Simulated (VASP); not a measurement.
Crystal: Ba3SrTi4O12.

```
Sr Ba Ti O
1.0
     3.94797    3.94797   -3.96594
    -3.94797    3.94797    3.96594
     3.94797   -3.94797    3.96594
Sr Ba Ti O
1 3 4 12
Direct
  0.00000 0.00000 0.00000
  0.00000 0.50000 0.50000
  0.50000 0.50000 0.00000
  0.50000 0.00000 0.50000
  0.50000 0.49500 0.49500
  0.50000 0.99500 0.99500
  0.00000 0.99500 0.49500
  0.00000 0.49500 0.99500
  0.50000 0.25950 0.25950
  0.50000 0.75950 0.75950
  0.00000 0.75950 0.25950
  0.00000 0.25950 0.75950
  0.25000 0.25850 0.50850
  0.25000 0.75850 0.00850
  0.75000 0.75850 0.50850
  0.75000 0.25850 0.00850
  0.25000 0.50850 0.25850
  0.25000 0.00850 0.75850
  0.75000 0.00850 0.25850
  0.75000 0.50850 0.75850
```

The cell was built by a generator and needn't be a form met in nature.

* Program: VASP 6.6.1
* Task: relaxation of cell and atoms
* Functional: r2SCAN
* Potentials or basis: VASP PAW PBE potentials, release 64 (Sr_sv, Ba_sv, Ti_sv, O)
* Cutoff: 600 eV
* k mesh: 6 × 6 × 6
* Occupations: gaussian, width 0.03 eV
* Spin: no spin polarisation

At the start: pressure 5.4 GPa; volume 12.36 Å³/atom.

Question: How do energy, volume and symmetry change on relaxing?

Answer: Over 25 steps the energy falls by 9.3 meV/atom and the volume is 12.79 Å³/atom (+3.5 %); space group I4mm (No. 107, to 0.05 Å).

Step by step:
| step | energy change (eV) | largest force (eV/Å) | pressure (GPa) | volume (Å³) |
| --- | --- | --- | --- | --- |
| 1 | 0.0000 | 0.3860 | 5.43 | 247.26 |
| 2 | -0.0152 | 0.3946 | -5.42 | 262.55 |
| 3 | -0.1451 | 0.2940 | -0.46 | 254.94 |
| 4 | -0.1706 | 0.1247 | -0.17 | 254.73 |
| 5 | -0.1757 | 0.0687 | 0.05 | 254.59 |
| 6 | -0.1781 | 0.0611 | 0.03 | 254.73 |
| 7 | -0.1800 | 0.0819 | 0.00 | 254.92 |
| 8 | -0.1799 | 0.1249 | -0.04 | 255.28 |
| 9 | -0.1807 | 0.1000 | -0.03 | 255.08 |
| 10 | -0.1822 | 0.0850 | 0.04 | 255.14 |
| 11 | -0.1834 | 0.0767 | 0.15 | 255.22 |
| 12 | -0.1835 | 0.0938 | 0.21 | 255.25 |
| 13 | -0.1846 | 0.0684 | 0.00 | 255.69 |
| 14 | -0.1849 | 0.0489 | -0.18 | 256.07 |
| 15 | -0.1856 | 0.0436 | -0.04 | 255.90 |
| 16 | -0.1857 | 0.0385 | 0.09 | 255.74 |
| 17 | -0.1857 | 0.0398 | 0.05 | 255.79 |
| 18 | -0.1859 | 0.0166 | 0.00 | 255.86 |
| 19 | -0.1859 | 0.0172 | -0.03 | 255.88 |
| 20 | -0.1859 | 0.0145 | -0.03 | 255.87 |
| 21 | -0.1861 | 0.0136 | 0.00 | 255.82 |
| 22 | -0.1861 | 0.0141 | 0.04 | 255.77 |
| 23 | -0.1862 | 0.0129 | -0.03 | 255.86 |
| 24 | -0.1862 | 0.0131 | -0.02 | 255.86 |
| 25 | -0.1862 | 0.0059 | -0.01 | 255.84 |

Final structure:
```
Sr Ba Ti O
1.0
     3.97064    3.97064   -4.05678
    -3.97064    3.97064    4.05678
     3.97064   -3.97064    4.05678
Sr Ba Ti O
1 3 4 12
Direct
  0.00000 0.99310 0.99310
  0.00000 0.50046 0.50046
  0.50000 0.50004 0.00004
  0.50000 0.00004 0.50004
  0.49869 0.49132 0.49132
  0.50131 0.99263 0.99263
  0.00000 0.99263 0.49132
  0.00000 0.49132 0.99263
  0.49392 0.26072 0.26072
  0.50608 0.76681 0.76681
  0.00000 0.76681 0.26072
  0.00000 0.26072 0.76681
  0.24900 0.25756 0.50656
  0.24742 0.75979 0.00722
  0.75258 0.75979 0.51237
  0.75100 0.25756 0.00857
  0.24900 0.50656 0.25756
  0.24742 0.00722 0.75979
  0.75100 0.00857 0.25756
  0.75258 0.51237 0.75979
```

Caveat: the PAW data sets were made with another functional, which shifts forces and pressure a little.
